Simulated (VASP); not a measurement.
# TePd with LDA: from relaxation to properties, part 4 of 5

What structure and properties does LDA give TePd, and how near are they to the measured ones? The start is a cell from a database of measured crystal structures.

VASP 6.6.1, plane waves and PAW; the level of theory is named at each step.

So far. Step 5 (Band structure (LDA)): There is no gap at this level. Step 6 (Density of states (LDA)): The finer mesh and the other smearing move the Fermi level by +0.12 eV from the 6×6×4 run, one measure of the sampling error in the zero of the bands above. Of the states within 0.3 eV of the Fermi level, the largest shares in the PAW spheres are Pd d 36 %, Te p 29 % and Pd p 6 %. The rest lies in smaller channels or between the spheres. The relaxed cell has a = 4.129, c = 5.559 Å (conventional setting).

## (7) Vibrations at Γ (LDA)

Level of this step: LDA; plane waves and PAW (Te, Pd) (VASP).

Zone-centre modes test whether the atoms sit at a minimum within this cell. IBRION = 8 takes the force constants from linear response, which needs tightly converged orbitals.

Contents of INCAR:

```
SYSTEM = TePd
PREC = Accurate
ENCUT = 400
EDIFF = 1E-08
NELM = 100
ISMEAR = 1
SIGMA = 0.2
LREAL = .FALSE.
ALGO = Normal
GGA = CA
NBANDS = 22
LASPH = .TRUE.
LORBIT = 11
LWAVE = .FALSE.
LCHARG = .FALSE.
KPAR = 4
IBRION = 8
ISIF = 2
```

Contents of POSCAR:

```
TePd
1.0
    4.1285362154      0.0000000000      0.0000000000
   -2.0642681077      3.5754172431      0.0000000000
    0.0000000000      0.0000000000      5.5586431959
Te Pd
2 2
Direct
    0.3333333333      0.6666666667      0.2500000000
    0.6666666667      0.3333333333      0.7500000000
    0.0000000000      0.0000000000      0.0000000000
    0.0000000000      0.0000000000      0.5000000000
```

Contents of KPOINTS:

```
Automatic mesh
0
Gamma
11 11 7
0 0 0
```

The projector-augmented-wave data sets are Te and Pd (LDA family, release 64).

Command:

```bash
$ mpirun -np 4 vasp_std
```

What it wrote:

```text
[... set-up lines as in an earlier step ...]
 entering main loop
       N       E                     dE             d eps       ncg     rms          rms(c)
DAV:   1     0.146437532869E+03    0.14644E+03   -0.11944E+04  2848   0.103E+03
DAV:   2    -0.162436646875E+02   -0.16268E+03   -0.15297E+03  3228   0.232E+02
DAV:   3    -0.223584623322E+02   -0.61148E+01   -0.60063E+01  3398   0.455E+01
DAV:   4    -0.224507511452E+02   -0.92289E-01   -0.92247E-01  3354   0.605E+00
DAV:   5    -0.224526347885E+02   -0.18836E-02   -0.18835E-02  3382   0.814E-01    0.167E+01
DAV:   6    -0.222305025586E+02    0.22213E+00   -0.41549E-01  3044   0.586E+00    0.971E+00
DAV:   7    -0.221736479499E+02    0.56855E-01   -0.20458E-01  3112   0.380E+00    0.178E+00
DAV:   8    -0.221499322563E+02    0.23716E-01   -0.10271E-01  3026   0.327E+00    0.107E+00
DAV:   9    -0.221501333885E+02   -0.20113E-03   -0.42267E-03  3386   0.373E-01    0.837E-01
DAV:  10    -0.221494481755E+02    0.68521E-03   -0.53180E-03  3038   0.616E-01    0.327E-01
DAV:  11    -0.221491527349E+02    0.29544E-03   -0.37999E-04  3200   0.208E-01    0.277E-01
DAV:  12    -0.221491215779E+02    0.31157E-04   -0.86135E-05  3074   0.503E-02    0.111E-01
DAV:  13    -0.221491083571E+02    0.13221E-04   -0.86668E-06  3306   0.214E-02    0.588E-02
DAV:  14    -0.221490996081E+02    0.87490E-05   -0.11438E-05  3050   0.293E-02    0.228E-02
DAV:  15    -0.221490984673E+02    0.11408E-05   -0.49024E-06  3242   0.162E-02    0.184E-03
DAV:  16    -0.221490985011E+02   -0.33822E-07   -0.17803E-07  3122   0.266E-03    0.574E-03
DAV:  17    -0.221490984934E+02    0.77771E-08   -0.85424E-09  1798   0.915E-04
   1 F= -.22149098E+02 E0= -.22148434E+02  d E =-.199213E-02
 Linear response reoptimize wavefunctions to high precision
DAV:   1    -0.221490985016E+02   -0.82259E-08   -0.17430E-08  3128   0.137E-03
DAV:   2    -0.221490985016E+02   -0.18190E-11   -0.62066E-10  1654   0.142E-04
 Linear response DOF=           4
 Linear response progress:
  Degree of freedom:   1/  4
       N       E                     dE             d eps       ncg     rms          rms(c)
RMM:   1    -0.452373819073E-01   -0.45237E-01    0.45080E-02 27641   0.101E+00
RMM:   2    -0.443375422106E-01    0.89984E-03   -0.16362E-03 16518   0.222E-01    0.101E-01
RMM:   3    -0.441852485732E-01    0.15229E-03   -0.91694E-05 17312   0.502E-02    0.666E-02
RMM:   4    -0.440629701369E-01    0.12228E-03   -0.35229E-05 17914   0.283E-02    0.141E-02
RMM:   5    -0.440574577793E-01    0.55124E-05   -0.17986E-06 18043   0.643E-03    0.697E-03
RMM:   6    -0.440570255528E-01    0.43223E-06   -0.46958E-07 18197   0.184E-03    0.273E-03
RMM:   7    -0.440573818708E-01   -0.35632E-06   -0.55646E-08 18328   0.548E-04    0.101E-03
RMM:   8    -0.440571534806E-01    0.22839E-06    0.32946E-07 18724   0.148E-04    0.278E-04
RMM:   9    -0.440570610717E-01    0.92409E-07    0.21285E-08 18596   0.627E-05    0.101E-04
RMM:  10    -0.440570530947E-01    0.79770E-08    0.35423E-09 18549   0.337E-05    0.416E-05
 first order change of Fermi-energy  -0.22936E-04
 force on displaced ion       1 direction 1 :  -4.852  -0.001   0.000
 Linear response progress:
  Degree of freedom:   2/  4
       N       E                     dE             d eps       ncg     rms          rms(c)
RMM:   1    -0.575009923285E-01   -0.57501E-01    0.45352E-02 10705   0.106E+00
RMM:   2    -0.554710351034E-01    0.20300E-02   -0.17869E-03  6388   0.240E-01    0.139E-01
RMM:   3    -0.554096497496E-01    0.61385E-04   -0.13015E-03  6535   0.197E-01    0.162E-01
RMM:   4    -0.551934370957E-01    0.21621E-03   -0.39659E-04  6439   0.110E-01    0.774E-02
RMM:   5    -0.550740026188E-01    0.11943E-03   -0.12931E-05  6896   0.178E-02    0.312E-03
RMM:   6    -0.550771178121E-01   -0.31152E-05   -0.55919E-07  6913   0.430E-03    0.247E-03
RMM:   7    -0.550775545371E-01   -0.43673E-06   -0.22281E-07  6955   0.154E-03    0.908E-04
RMM:   8    -0.550765392791E-01    0.10153E-05   -0.23524E-07  7070   0.497E-04    0.221E-04
RMM:   9    -0.550763113545E-01    0.22792E-06    0.63598E-08  7066   0.148E-04    0.397E-05
RMM:  10    -0.550762669324E-01    0.44422E-07    0.21235E-08  7111   0.591E-05    0.198E-05
RMM:  11    -0.550762611250E-01    0.58074E-08    0.33808E-09  7150   0.289E-05    0.884E-06
 first order change of Fermi-energy   0.74980E-04
 force on displaced ion       1 direction 3 :  -0.000   0.000  -5.606
 Linear response progress:
  Degree of freedom:   3/  4
       N       E                     dE             d eps       ncg     rms          rms(c)
RMM:   1    -0.263934041116E+00   -0.26393E+00   -0.27205E-01 16986   0.316E+00
RMM:   2    -0.259723446174E+00    0.42106E-02   -0.55117E-03 15458   0.437E-01    0.106E-01
RMM:   3    -0.260032391354E+00   -0.30895E-03   -0.10360E-04 16386   0.688E-02    0.651E-02
RMM:   4    -0.260544698941E+00   -0.51231E-03   -0.10667E-04 16810   0.573E-02    0.989E-03
RMM:   5    -0.260497868320E+00    0.46831E-04   -0.15199E-06 17116   0.906E-03    0.608E-03
RMM:   6    -0.260436692435E+00    0.61176E-04   -0.15652E-06 16935   0.685E-03    0.105E-03
RMM:   7    -0.260442341050E+00   -0.56486E-05    0.28125E-08 17244   0.161E-03    0.624E-04
RMM:   8    -0.260444438106E+00   -0.20971E-05   -0.27191E-08 17193   0.972E-04    0.522E-04
RMM:   9    -0.260439896220E+00    0.45419E-05   -0.25291E-09 17343   0.343E-04    0.843E-05
RMM:  10    -0.260439548572E+00    0.34765E-06   -0.27128E-09 17585   0.107E-04    0.365E-05
RMM:  11    -0.260439356960E+00    0.19161E-06    0.55079E-09 17618   0.651E-05    0.152E-05
RMM:  12    -0.260439371934E+00   -0.14974E-07    0.55801E-09 17209   0.347E-05    0.540E-06
RMM:  13    -0.260439424575E+00   -0.52640E-07    0.18289E-09 17807   0.205E-05    0.118E-06
RMM:  14    -0.260439432420E+00   -0.78453E-08    0.75628E-10 15453   0.155E-05    0.574E-07
 first order change of Fermi-energy   0.79903E-04
 force on displaced ion       3 direction 1 :  -3.275   0.000   0.000
 Linear response progress:
  Degree of freedom:   4/  4
       N       E                     dE             d eps       ncg     rms          rms(c)
RMM:   1    -0.273623377476E+00   -0.27362E+00   -0.28485E-01  6872   0.319E+00
RMM:   2    -0.266900805116E+00    0.67226E-02   -0.51517E-03  6204   0.445E-01    0.103E-01
RMM:   3    -0.267177377042E+00   -0.27657E-03   -0.13834E-04  6535   0.747E-02    0.600E-02
RMM:   4    -0.267563408858E+00   -0.38603E-03   -0.96756E-05  6738   0.527E-02    0.933E-03
RMM:   5    -0.267575272827E+00   -0.11864E-04   -0.17369E-06  6894   0.875E-03    0.512E-03
RMM:   6    -0.267563801163E+00    0.11472E-04   -0.53684E-07  6823   0.494E-03    0.270E-03
RMM:   7    -0.267560756533E+00    0.30446E-05   -0.22827E-08  6835   0.270E-03    0.644E-04
RMM:   8    -0.267559487045E+00    0.12695E-05    0.63331E-07  7020   0.541E-04    0.310E-04
RMM:   9    -0.267555889391E+00    0.35977E-05    0.60674E-08  7020   0.246E-04    0.403E-05
RMM:  10    -0.267555718722E+00    0.17067E-06    0.13691E-07  7100   0.750E-05    0.177E-05
RMM:  11    -0.267555689939E+00    0.28783E-07   -0.40270E-08  7138   0.321E-05    0.963E-06
RMM:  12    -0.267555689400E+00    0.53882E-09    0.66454E-09  7130   0.230E-05    0.285E-06
 first order change of Fermi-energy  -0.80932E-04
 force on displaced ion       3 direction 3 :   0.000  -0.000  -8.596
 Linear response finished
```

The job ended after 5.3 min (4 MPI ranks of AMD EPYC 7R32 (Zen 2), shared host; peak memory 2.5 GiB; 19 min of CPU time).

OUTCAR, selected parts (step 7):

```text
   k-points           NKPTS =     64   k-points in BZ     NKDIM =     64   number of bands    NBANDS=     22

   NELECT =      32.0000    total number of electrons

  Total        0.0839585      0.0839585      0.0832966     -0.0000000     -0.0000000      0.0000000
  in kB        1.6393947      1.6393947      1.6264709     -0.0000000     -0.0000000      0.0000000
  external PRESSURE =       1.6350867 kB  Pullay stress =       0.0000000 kB

 POSITION                                       TOTAL-FORCE (eV/Angst)
 -----------------------------------------------------------------------------------
     -0.00000      2.38361      1.38966        -0.000000      0.000000      0.000000
      2.06427      1.19181      4.16898         0.000000     -0.000000      0.000000
      0.00000      0.00000      0.00000         0.000000      0.000000      0.000000
      0.00000      0.00000      2.77932         0.000000      0.000000      0.000000
 -----------------------------------------------------------------------------------
    total drift:                                0.000000     -0.000000      0.000000

 Eigenvectors and eigenvalues of the dynamical matrix
 ----------------------------------------------------

   1 f  =    5.696852 THz    35.794377 2PiTHz  190.026531 cm-1    23.560277 meV
             X         Y         Z           dx          dy          dz
     -0.000000  2.383611  1.389661     0.000000   -0.000000   -0.000000
      2.064268  1.191806  4.168982     0.000000   -0.000000   -0.000000
      0.000000  0.000000  0.000000    -0.000000    0.000000    0.707107
      0.000000  0.000000  2.779322    -0.000000    0.000000   -0.707107

   2 f  =    4.159197 THz    26.133003 2PiTHz  138.735863 cm-1    17.201047 meV
             X         Y         Z           dx          dy          dz
     -0.000000  2.383611  1.389661     0.000000   -0.477167    0.000000
      2.064268  1.191806  4.168982     0.000000   -0.477167    0.000000
      0.000000  0.000000  0.000000    -0.000000    0.521835    0.000000
      0.000000  0.000000  2.779322    -0.000000    0.521835    0.000000

   3 f  =    4.159197 THz    26.133003 2PiTHz  138.735863 cm-1    17.201047 meV
             X         Y         Z           dx          dy          dz
     -0.000000  2.383611  1.389661     0.477167    0.000000   -0.000000
      2.064268  1.191806  4.168982     0.477167    0.000000   -0.000000
      0.000000  0.000000  0.000000    -0.521835   -0.000000    0.000000
      0.000000  0.000000  2.779322    -0.521835   -0.000000    0.000000

   4 f  =    3.947580 THz    24.803379 2PiTHz  131.677109 cm-1    16.325873 meV
             X         Y         Z           dx          dy          dz
     -0.000000  2.383611  1.389661    -0.000000    0.000000    0.707107
      2.064268  1.191806  4.168982    -0.000000    0.000000   -0.707107
      0.000000  0.000000  0.000000     0.000000   -0.000000    0.000000
      0.000000  0.000000  2.779322    -0.000000    0.000000    0.000000

   5 f  =    3.594582 THz    22.585428 2PiTHz  119.902366 cm-1    14.865992 meV
             X         Y         Z           dx          dy          dz
     -0.000000  2.383611  1.389661    -0.000000    0.000000   -0.477429
      2.064268  1.191806  4.168982    -0.000000    0.000000   -0.477429
      0.000000  0.000000  0.000000     0.000000    0.000000    0.521595
      0.000000  0.000000  2.779322    -0.000000    0.000000    0.521595

   6 f  =    3.272540 THz    20.561975 2PiTHz  109.160184 cm-1    13.534132 meV
             X         Y         Z           dx          dy          dz
     -0.000000  2.383611  1.389661    -0.000000   -0.707107   -0.000000
      2.064268  1.191806  4.168982     0.000000    0.707107    0.000000
      0.000000  0.000000  0.000000    -0.000000    0.000000   -0.000000
      0.000000  0.000000  2.779322    -0.000000   -0.000000   -0.000000

   7 f  =    3.272540 THz    20.561975 2PiTHz  109.160184 cm-1    13.534132 meV
             X         Y         Z           dx          dy          dz
     -0.000000  2.383611  1.389661     0.707107   -0.000000   -0.000000
      2.064268  1.191806  4.168982    -0.707107    0.000000    0.000000
      0.000000  0.000000  0.000000    -0.000000   -0.000000    0.000000
      0.000000  0.000000  2.779322    -0.000000   -0.000000    0.000000

   8 f  =    2.370939 THz    14.897051 2PiTHz   79.086022 cm-1     9.805413 meV
             X         Y         Z           dx          dy          dz
     -0.000000  2.383611  1.389661    -0.000000   -0.000000   -0.000000
      2.064268  1.191806  4.168982    -0.000000   -0.000000   -0.000000
      0.000000  0.000000  0.000000     0.000002    0.707107   -0.000000
      0.000000  0.000000  2.779322    -0.000002   -0.707107   -0.000000

   9 f  =    2.370939 THz    14.897051 2PiTHz   79.086022 cm-1     9.805413 meV
             X         Y         Z           dx          dy          dz
     -0.000000  2.383611  1.389661     0.000000   -0.000000    0.000000
      2.064268  1.191806  4.168982     0.000000   -0.000000   -0.000000
      0.000000  0.000000  0.000000    -0.707107    0.000002    0.000000
      0.000000  0.000000  2.779322     0.707107   -0.000002    0.000000

  10 f/i=    0.002630 THz     0.016524 2PiTHz    0.087722 cm-1     0.010876 meV
             X         Y         Z           dx          dy          dz
     -0.000000  2.383611  1.389661    -0.145369   -0.501178   -0.000000
      2.064268  1.191806  4.168982    -0.145369   -0.501178   -0.000000
      0.000000  0.000000  0.000000    -0.132926   -0.458279   -0.000000
      0.000000  0.000000  2.779322    -0.132926   -0.458279   -0.000000

  11 f/i=    0.002630 THz     0.016524 2PiTHz    0.087722 cm-1     0.010876 meV
             X         Y         Z           dx          dy          dz
     -0.000000  2.383611  1.389661     0.501178   -0.145369   -0.000000
      2.064268  1.191806  4.168982     0.501178   -0.145369   -0.000000
      0.000000  0.000000  0.000000     0.458279   -0.132926   -0.000000
      0.000000  0.000000  2.779322     0.458279   -0.132926   -0.000000

  12 f/i=    0.004075 THz     0.025605 2PiTHz    0.135934 cm-1     0.016854 meV
             X         Y         Z           dx          dy          dz
     -0.000000  2.383611  1.389661    -0.000000   -0.000000    0.521595
      2.064268  1.191806  4.168982    -0.000000   -0.000000    0.521595
      0.000000  0.000000  0.000000    -0.000000   -0.000000    0.477429
      0.000000  0.000000  2.779322    -0.000000   -0.000000    0.477429

 ELASTIC MODULI CONTR FROM IONIC RELAXATION (kBar)
 Direction    XX          YY          ZZ          XY          YZ          ZX
 --------------------------------------------------------------------------------
 XX         -32.2404     32.2404     -0.0000     -0.0000     -0.0000      0.0000
 YY          32.2404    -32.2404      0.0000      0.0000      0.0000      0.0000
 ZZ          -0.0000      0.0000     -0.0000     -0.0000     -0.0000      0.0000
 XY          -0.0000      0.0000     -0.0000    -32.2404     -0.0000      0.0000
 YZ          -0.0000      0.0000     -0.0000     -0.0000     -0.0000      0.0000
 ZX           0.0000      0.0000      0.0000      0.0000      0.0000      0.0000
 --------------------------------------------------------------------------------

[... 7 parts as in an earlier step ...]

[... 3 further parts left out ...]
```

Energies printed during the response cycles are not total energies of the cell.

Numbers from this step:

```
bands                     : 22
irreducible k-points      : 64
pressure of the cell      : 0.1635 GPa
largest force of the cell : 0 eV/Å
Fermi energy              : 9.608 eV
```

Modes at Γ, with each element's share of the kinetic energy:

```csv
mode,frequency (cm⁻¹),symmetry,Te %,Pd %
1,-0.1,acoustic,54,46
2,-0.1,acoustic,54,46
3,-0.1,acoustic,54,46
4,79.1,E2u,0,100
5,79.1,E2u,0,100
6,109.2,E2g,100,0
7,109.2,E2g,100,0
8,119.9,A2u,46,54
9,131.7,Bg,100,0
10,138.7,E1u,46,54
11,138.7,E1u,46,54
12,190.0,Bu,0,100
```

Displacements in mode 4 (79.1 cm⁻¹), the largest set to 1:
```
Te1  0.00  0.00  0.00
Te2  0.00  0.00  0.00
Pd3 -1.00  0.00  0.00
Pd4  1.00  0.00  0.00
```

Displacements in mode 6 (109.2 cm⁻¹), the largest set to 1:
```
Te1  1.00  0.00  0.00
Te2 -1.00  0.00  0.00
Pd3  0.00  0.00  0.00
Pd4  0.00  0.00  0.00
```

The three acoustic modes lie within 0.1 cm⁻¹ of zero, and all others are real. By the characters of their eigenvectors the optical modes sort into (cm⁻¹) Raman active: E2g 109; infrared active: A2u 120, E1u 139; silent: E2u 79, Bg 132, Bu 190. B labels carry no number here, since it depends on the setting of the axes. With a centre of inversion no mode is active in both.

## (8) Core-level energies (LDA)

Core levels shift with the potential at each site, so they tell like atoms on unlike sites apart.

Contents of INCAR:

```
SYSTEM = TePd
PREC = Accurate
ENCUT = 400
EDIFF = 1E-06
NELM = 100
ISMEAR = 0
SIGMA = 0.05
LREAL = .FALSE.
ALGO = Normal
GGA = CA
NBANDS = 22
LASPH = .TRUE.
LORBIT = 11
LWAVE = .FALSE.
LCHARG = .FALSE.
KPAR = 4
ICORELEVEL = 1
```

POSCAR is that of step 7.

Contents of KPOINTS:

```
Automatic mesh
0
Gamma
6 6 4
0 0 0
```

Command:

```bash
$ mpirun -np 4 vasp_std
```

What it wrote:

```text
[... set-up lines as in an earlier step ...]
 entering main loop
       N       E                     dE             d eps       ncg     rms          rms(c)
[... 15 cycles as in an earlier step ...]
   1 F= -.22120286E+02 E0= -.22116583E+02  d E =-.740679E-02
```

It took 9.6 s on 4 MPI ranks; peak memory 0.52 GiB.

From OUTCAR (step 8):

```text
   NELECT =      32.0000    total number of electrons

 the core state eigenenergies are
   1-  1s -31422.5144  2s  -4813.0452  2p  -4326.1258  3s   -946.5728  3p   -787.6589
       3d   -545.8079  4s   -149.5072  4p   -100.0538  4d    -27.8622
   2-  1s -31422.5144  2s  -4813.0452  2p  -4326.1258  3s   -946.5728  3p   -787.6589
       3d   -545.8079  4s   -149.5072  4p   -100.0538  4d    -27.8622
   3-  1s -24016.6887  2s  -3502.4935  2p  -3144.3824  3s   -622.8487  3p   -504.6529
       3d   -315.6633  4s    -74.7347  4p    -40.7521
   4-  1s -24016.6887  2s  -3502.4935  2p  -3144.3824  3s   -622.8487  3p   -504.6529
       3d   -315.6633  4s    -74.7347  4p    -40.7521

 E-fermi :   9.5217

[... 20 parts as in an earlier step ...]

[... 1 further part left out ...]
```

These are scalar-relativistic Kohn-Sham levels of the ground state, with no core hole, so they are not binding energies.

This step gave:

```
SCF cycles           : 15
irreducible k-points : 21
free energy (TOTEN)  : -22.12 eV
Fermi energy         : 9.522 eV
pressure             : -0.05431 GPa
```

Kohn-Sham core levels. Core levels, by row:

```csv
atom,shell,level below the Fermi level (eV)
Te1,1s,31432
Te1,2s,4823
Te1,2p,4336
Te1,3s,956.1
Te1,3p,797.2
Te1,3d,555.3
Te1,4s,159
Te1,4p,109.6
Te1,4d,37.38
Te2,1s,31432
Te2,2s,4823
Te2,2p,4336
Te2,3s,956.1
Te2,3p,797.2
Te2,3d,555.3
Te2,4s,159
Te2,4p,109.6
Te2,4d,37.38
Pd3,1s,24026
Pd3,2s,3512
Pd3,2p,3154
Pd3,3s,632.4
Pd3,3p,514.2
Pd3,3d,325.2
Pd3,4s,84.26
Pd3,4p,50.27
Pd4,1s,24026
Pd4,2s,3512
Pd4,2p,3154
Pd4,3s,632.4
Pd4,3p,514.2
Pd4,3d,325.2
Pd4,4s,84.26
Pd4,4p,50.27
```

Atoms of one element give levels within 0.1 eV of each other.

(Continued in part 5 of 5.)

[Lines on the potential files, build, host, timing and source positions are cut from VASP's logs without a mark.]

[Logs are printed without paths, hosts, clocks, repeated set-up lines and the standing remarks that a program may print on its own settings, such as how far it seeks lower states.]

[Hosts, paths, dates, database ids (printed as entryN), source tags and the programs' standing remarks are cut or masked in the printed files.]

[A measured line is paired with the nearest computed mode of its activity, which favours agreement.]
